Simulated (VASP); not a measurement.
Consider the following.

```xyz
1
Lattice="0.0000 2.7900 2.7900 2.7900 0.0000 2.7900 2.7900 2.7900 0.0000" Properties=species:S:1:pos:R:3 pbc="T T T"
Ca     0.0000     0.0000     0.0000
```

The numbers are results of PBE GGA, VASP's PBE PAW potentials (set 64) (plane waves; VASP), not measurements. Numerical set-up: 400 eV cut-off, 10×10×10 Γ-centred mesh, first-order Methfessel-Paxton smearing of 0.10 eV, potentials Ca_sv.

**Question.** Predict the energy per atom (σ→0), band gap (on the k-mesh) with the smallest direct gap where there is one.

**Answer.** 
```yaml
band gap (on the k-mesh): none (metal, semimetal or under 0.01 eV)
energy per atom (σ→0): -1.930 eV/atom
```

The compound is Ca in the fcc structure. The cell was not relaxed at this level.
